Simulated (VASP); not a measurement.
Computed with PBEsol GGA, VASP's PBE PAW potentials (set 64) (plane waves; VASP).

Input for VASP

**KPOINTS**
```
Automatic
0
gamma
  12 12 3
0 0 0
```

File POSCAR:
```
IrRh3
1.0
  0.0000000000   1.8949639616   1.8949639616
  1.8949639616   0.0000000000   1.8949639616
  7.5826593512   7.5826593512  -0.0028035050
Rh Ir
3 1
direct
  0.0000540281   0.0000540281   0.9999594789
  0.0000000000   0.0000000000   0.2500000000
  0.9999459719   0.9999459719   0.5000405211
  0.0000000000   0.0000000000   0.7500000000
```

**INCAR**
```
SYSTEM = IrRh3
PREC = Accurate
ENCUT = 400
EDIFF = 1E-6
NELM = 100
ALGO = Normal
LREAL = .FALSE.
LASPH = .TRUE.
ISMEAR = 1
SIGMA = 0.1
GGA = PS
LMAXMIX = 6
LWAVE = .FALSE.
LCHARG = .FALSE.
IBRION = 2
ISIF = 3
NSW = 60
EDIFFG = -0.02
```

POTCAR, in this order: Rh_pv Ir (PBE.64 set). Program: vasp_std.

Unless said otherwise, spin-orbit coupling is left out, though it shifts the bands of the heavy elements here.

Task: Estimate the energy per atom (σ→0), volume per atom, band gap (on the k-mesh).

Result: 
* **energy per atom (σ→0)**: -8.579 eV/atom
* **band gap (on the k-mesh)**: none (metal, semimetal or under 0.01 eV)
* **volume per atom**: 13.60 Å³/atom

### OSZICAR
```
...
DAV:   1    -0.343158631823E+02    0.11426E-03   -0.64469E-02  3744   0.350E+00    0.131E-01
DAV:   2    -0.343161871773E+02   -0.32400E-03   -0.66312E-03  3232   0.746E-01    0.959E-02
DAV:   3    -0.343161928047E+02   -0.56274E-05   -0.23547E-03  4240   0.327E-01    0.125E-01
DAV:   4    -0.343160712372E+02    0.12157E-03   -0.81101E-04  3968   0.228E-01    0.459E-02
DAV:   5    -0.343160512891E+02    0.19948E-04   -0.19871E-04  3744   0.162E-01    0.274E-02
DAV:   6    -0.343160440150E+02    0.72741E-05   -0.34426E-05  3560   0.624E-02    0.635E-03
DAV:   7    -0.343160437212E+02    0.29377E-06   -0.16414E-06  1736   0.106E-02
   4 F= -.34316044E+02 E0= -.34316876E+02  d E =-.662259E-04
```

The structure was generated: IrRh3 was put into an ordered model structure (R-3m), which need not be its known phase. This run relaxes it. Symmetry was kept, so distortions that lower it aren't found. The start is the result of an earlier pass.
